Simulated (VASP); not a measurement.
# CeMg6Mn (Amm2) in VASP: reference runs, part 2 of 2

VASP 6.6.1.

## Step 3: Single point, PBE, collinear spin, ferromagnetic start (atoms moved at random, drawn with an rms of 0.05 Å)

File INCAR:

```
SYSTEM = CeMg6Mn
ALGO     = Normal         ! electronic algorithm
EDIFF    = 1E-7           ! SCF threshold, eV
ENCUT    = 520            ! plane-wave cutoff, eV
GGA      = PE             ! functional
ISIF     = 2              ! what is computed and relaxed
ISMEAR   = -1             ! smearing method
ISPIN    = 2              ! spin polarisation
LASPH    = .TRUE.         ! aspherical terms in the spheres
LCHARG   = .FALSE.        ! write CHGCAR
LMAXMIX  = 6              ! l up to which the mixer works
LORBIT   = 11             ! projections on sites
LREAL    = .FALSE.        ! projectors in reciprocal space
LWAVE    = .FALSE.        ! write WAVECAR
MAGMOM   = 1 4 0 0 0 0 0 0 ! initial moments
NBANDS   = 32             ! bands
NELM     = 120            ! most SCF steps
PREC     = Accurate       ! precision mode
SIGMA    = 0.05           ! smearing width, eV
```

File KPOINTS:

```
k-points
0
G
  6 5 5
  0 0 0
```

File POSCAR:

```
CeMg6Mn
1.0
    4.5995246900      0.0000000000      0.0000000000
    0.0000000000      3.1594079217      6.0821192295
    0.0000000000     -3.1594079217      6.0821192295
Ce Mn Mg
1 1 6
Direct
    0.4996400000      0.7063750000      0.7177000000
    0.0081910000      0.7898420000      0.7769960000
    0.4966290000      0.1534670000      0.1658100000
    0.5018780000      0.6891030000      0.1757360000
    0.5087660000      0.1789890000      0.6872670000
    0.0057100000      0.3152000000      0.3223390000
   -0.0007210000      0.8111090000      0.3422780000
   -0.0041470000      0.3350840000      0.8298160000
```

Potentials or basis: VASP PAW PBE potentials, release 64 (Ce, Mn_pv, Mg).

The run is started by

```sh
$ cat potpaw_PBE.64/Ce/POTCAR potpaw_PBE.64/Mn_pv/POTCAR potpaw_PBE.64/Mg/POTCAR > POTCAR
$ mpirun -np 1 vasp_std > vasp.out
```

OUTCAR:

```text
SYSTEM = CeMg6Mn
   EDIFF = 1E-7
   ENCUT = 520
   GGA = PE
   ISIF = 2
   ISMEAR = -1
   ISPIN = 2
   LASPH = .TRUE.
   LORBIT = 11
   LREAL = .FALSE.
   NELM = 120
   PREC = Accurate

 ion  position               nearest neighbor table
   1  0.500  0.706  0.718-   2 2.42   2 2.50   4 3.07   5 3.12   8 3.17   8 3.19   7 3.21   7 3.21
                             3 3.22   3 3.23
   2  0.008  0.790  0.777-   1 2.42   1 2.50   7 2.90   8 2.92   6 3.13   6 3.25   5 3.30   5 3.30
                             4 3.31   4 3.35
   3  0.497  0.153  0.166-   8 2.97   6 2.97   8 2.98   7 2.99   7 3.01   6 3.04   4 3.14   5 3.18
                             1 3.22   1 3.23
   4  0.502  0.689  0.176-   7 2.89   7 2.91   1 3.07   5 3.09   6 3.13   3 3.14   6 3.16   5 3.23
                             2 3.31   2 3.35
   5  0.509  0.179  0.687-   8 2.88   8 2.98   4 3.09   6 3.11   1 3.12   6 3.13   3 3.18   4 3.23
                             2 3.30   2 3.30
   6  0.006  0.315  0.322-   3 2.97   3 3.04   5 3.11   2 3.13   5 3.13   4 3.13   4 3.16   2 3.25
                             8 3.30   7 3.38   7 3.48   8 3.56
   7  0.999  0.811  0.342-   4 2.89   2 2.90   4 2.91   3 2.99   3 3.01   8 3.05   1 3.21   1 3.21
                             8 3.28   6 3.38   6 3.48
   8  0.996  0.335  0.830-   5 2.88   2 2.92   3 2.97   3 2.98   5 2.98   7 3.05   1 3.17   1 3.19
                             7 3.28   6 3.30   6 3.56

  LATTYP: Found a base centered orthorhombic cell.
 ALAT       =     6.3188158434
 B/A-ratio  =     1.9250819711
 C/A-ratio  =     0.7279092798

  Lattice vectors:

 A1 = (   0.0000000000,   3.1594079217,  -6.0821192295)
 A2 = (   0.0000000000,   3.1594079217,   6.0821192295)
 A3 = (   4.5995246900,   0.0000000000,   0.0000000000)

Analysis of symmetry for initial positions (statically):
=====================================================================
 Subroutine PRICEL returns:
 Original cell was already a primitive cell.

 Routine SETGRP: Setting up the symmetry group for a
 base centered orthorhombic supercell.

 Subroutine GETGRP returns: Found  1 space group operations
 (whereof  1 operations were pure point group operations)
 out of a pool of  8 trial point group operations.

The static configuration has the point symmetry C_1 .

Analysis of symmetry for dynamics (positions and initial velocities):
=====================================================================
 Subroutine PRICEL returns:
 Original cell was already a primitive cell.

 Routine SETGRP: Setting up the symmetry group for a
 base centered orthorhombic supercell.

 Subroutine GETGRP returns: Found  1 space group operations
 (whereof  1 operations were pure point group operations)
 out of a pool of  8 trial point group operations.

The dynamic configuration has the point symmetry C_1 .

Analysis of structural, dynamic, and magnetic symmetry:
=====================================================================
 Subroutine PRICEL returns:
 Original cell was already a primitive cell.

 Routine SETGRP: Setting up the symmetry group for a
 base centered orthorhombic supercell.

 Subroutine GETGRP returns: Found  1 space group operations
 (whereof  1 operations were pure point group operations)
 out of a pool of  8 trial point group operations.

The overall configuration has the point symmetry C_1 .

 Subroutine INISYM returns: Found  1 space group operations
 (whereof  1 operations are pure point group operations),
 and found     1 'primitive' translations
[... 126 lines left out ...]
     AMIX     =   0.40;   BMIX     =  1.00
     AMIX_MAG =   1.60;   BMIX_MAG =  1.00
  volume/ion in A,a.u.               =      22.10       149.11
  Fermi-wavevector in a.u.,A,eV,Ry     =   0.972018  1.836847 12.855037  0.944819
  Thomas-Fermi vector in A             =   2.102282
   LORBIT       =     11    0 simple, 1 ext, 2 COOP (PROOUT), +10 PAW based schemes
   GGA     = PE    functional components
   LHFCALC =     F    Hartree Fock is set to
   AEXX    =    0.0000 exact exchange contribution
   IVDW    =     0    specifies the selected vdW correction
   LEPSILON=     F    determine dielectric tensor
   LRPA    =     F    only Hartree local field effects (RPA)
 spin polarized calculation
  energy-cutoff  :      520.00
  volume of cell :      176.77
 maximum number of plane-waves:      4787
 NGX is ok and might be reduce to    36
   NGX = 17   NGY = 25   NGZ = 25

 number of electron      37.0000002 magnetization       1.1886536

 Free energy of the ion-electron system (eV)
  ---------------------------------------------------
  ext. energy  EPLUGINS =         0.00000000
  ---------------------------------------------------
  free energy    TOTEN  =       -22.36233598 eV

  energy without entropy =      -22.31119586  energy(sigma->0) =      -22.33676592

 E-fermi :   3.8967     XC(G=0):  -9.2167

 val. band max:        3.8906649585   @ k =   0.0000   0.2000   0.2000
 cond. band min:       3.8991229002   @ k =   0.1667   0.4000  -0.2000
 fundamental gap:      0.0084579417
 Fermi energy:         3.8966774782

 spin component 1

 k-point     1 :       0.0000    0.0000    0.0000
  band No.  band energies     occupation
      1     -44.7102      1.00000
      2     -44.6358      1.00000
      3     -44.4874      1.00000
      4     -30.1828      1.00000
      5     -13.2467      1.00000
      6     -13.1372      1.00000
[... 781 lines left out ...]
     29       5.4133      0.00000
     30       5.8650      0.00000

 [... further k-points ...]

 spin component 2

 k-point     1 :       0.0000    0.0000    0.0000
  band No.  band energies     occupation
      1     -42.8014      1.00000
      2     -42.4907      1.00000
      3     -42.3843      1.00000
      4     -30.4455      1.00000
      5     -13.4600      1.00000
      6     -13.4077      1.00000
[... 781 lines left out ...]
     29       5.7395      0.00000
     30       5.8984      0.00000

 [... further k-points ...]

 [bands above 30 left out]

------------------------ aborting loop because EDIFF is reached ----------------------------------------

  FORCE on cell =-STRESS in cart. coord.  units (eV):
  Direction    XX          YY          ZZ          XY          YZ          ZX
  --------------------------------------------------------------------------------------
  -------------------------------------------------------------------------------------
  Total        3.2986832      0.6073195      0.9262367      0.0693219     -0.1550092      0.3078514
  in kB       29.8983769      5.5045803      8.3951600      0.6283150     -1.4049613      2.7902822
  external PRESSURE =      14.5993724 kB  Pullay stress =       0.0000000 kB

 VOLUME and BASIS-vectors are now :
 -----------------------------------------------------------------------------
  energy-cutoff  :      520.00
  volume of cell :      176.77
      direct lattice vectors                 reciprocal lattice vectors
     4.599524690  0.000000000  0.000000000     0.217413769  0.000000000  0.000000000
     0.000000000  3.159407922  6.082119229     0.000000000  0.158257500  0.082208188
     0.000000000 -3.159407922  6.082119229     0.000000000 -0.158257500  0.082208188

 POSITION                                       TOTAL-FORCE (eV/Angst)
 -----------------------------------------------------------------------------------
      2.29811     -0.03578      8.66139        -0.159902      0.184616     -0.073985
      0.03767      0.04059      9.52970         0.122797     -0.132653      0.253938
      2.28426     -0.03900      1.94188         0.078308     -0.040955     -0.012751
      2.30840      1.62194      5.26005        -0.011641     -0.155149     -0.009926
      2.34008     -1.60586      5.26867        -0.129701      0.103895     -0.036378
      0.02626     -0.02256      3.87759        -0.068954      0.046196     -0.010819
      4.59621      1.48123      7.01504         0.013673      0.094693      0.018943
      4.58045     -1.56306      7.08506         0.155420     -0.100643     -0.129021
 -----------------------------------------------------------------------------------
    total drift:                               -0.000168     -0.000644     -0.000873

  FREE ENERGIE OF THE ION-ELECTRON SYSTEM (eV)
  ---------------------------------------------------
  free  energy   TOTEN  =       -22.3623359824 eV

  energy  without entropy=      -22.3111958584  energy(sigma->0) =      -22.33676592

 total charge

# of ion       s       p       d       f       tot
--------------------------------------------------
    1        2.061   5.604   1.315   1.042  10.021
    2        0.331   6.155   5.259   0.000  11.746
    3        0.239   0.140   0.013   0.000   0.392
    4        0.225   0.130   0.012   0.000   0.367
    5        0.223   0.128   0.012   0.000   0.362
    6        0.195   0.124   0.012   0.000   0.331
    7        0.229   0.138   0.015   0.000   0.382
    8        0.231   0.137   0.015   0.000   0.384
--------------------------------------------------
tot          3.734  12.555   6.655   1.042  23.986

 magnetization (x)

# of ion       s       p       d       f       tot
--------------------------------------------------
    1       -0.002   0.006  -0.167  -0.395  -0.558
    2        0.022   0.007   1.937   0.000   1.966
    3        0.002  -0.001  -0.001   0.000  -0.000
    4       -0.001  -0.008  -0.000   0.000  -0.009
    5       -0.001  -0.007  -0.000   0.000  -0.008
    6       -0.003  -0.002   0.000   0.000  -0.005
    7        0.000  -0.005  -0.000   0.000  -0.005
    8        0.000  -0.005  -0.000   0.000  -0.005
--------------------------------------------------
tot          0.017  -0.016   1.769  -0.395   1.375
```

Run time: 28 min. Hardware: 1 thread of AMD EPYC 9R45 (Zen 5), shared host; peak memory 0.88 GiB.

Results:

* Free energy: -22.3623 eV
* Pressure: 1.5 GPa
* Largest force: 0.312 eV/Å
* Band gap on the k mesh: none (metal or under the smearing width)
* Net moment: 1.19 μB per cell
* Site moments: Ce -0.56; Mn +1.97; Mg -0.00, -0.01 μB
* Valence electrons inside the program's atomic spheres: Ce 10.02; Mn 11.75; Mg 0.39, 0.37, 0.36, 0.33, 0.38

Forces on the atoms (eV/Å):
```
Ce  -0.160  0.185 -0.074
Mn   0.123 -0.133  0.254
Mg   0.078 -0.041 -0.013
Mg  -0.012 -0.155 -0.010
Mg  -0.130  0.104 -0.036
Mg  -0.069  0.046 -0.011
Mg   0.014  0.095  0.019
Mg   0.155 -0.101 -0.129
```

Levels at points of the mesh, in eV from the Fermi level:
Spin up:
| k point | band 15 | band 16 | band 17 | band 18 | band 19 | band 20 | band 21 | band 22 | band 23 | band 24 |
| --- | --- | --- | --- | --- | --- | --- | --- | --- | --- | --- |
| (0.00, 0.00, 0.00) | -1.57 | -1.27 | -1.10 | -0.86 | -0.77 | 0.16 | 0.65 | 0.71 | 0.77 | 0.85 |
| (0.50, 0.00, 0.00) | -1.24 | -1.10 | -1.02 | -0.99 | -0.70 | -0.44 | 0.23 | 0.26 | 0.66 | 0.76 |
Spin down:
```csv
k point,band 16,band 17,band 18,band 19,band 20,band 21
"(0.00, 0.00, 0.00)",-0.75,-0.46,0.06,0.14,0.40,0.46
"(0.50, 0.00, 0.00)",-0.73,-0.67,-0.59,-0.24,0.38,0.39
```

Caveat: the magnetic or orbital state may not be the lowest; spin-orbit coupling is left out, which moves the levels of the heavy elements; without U or exact exchange the open f shell lies at the Fermi level, which spoils levels, moments and volumes. The state reached can hang on the start; a lower one may exist.
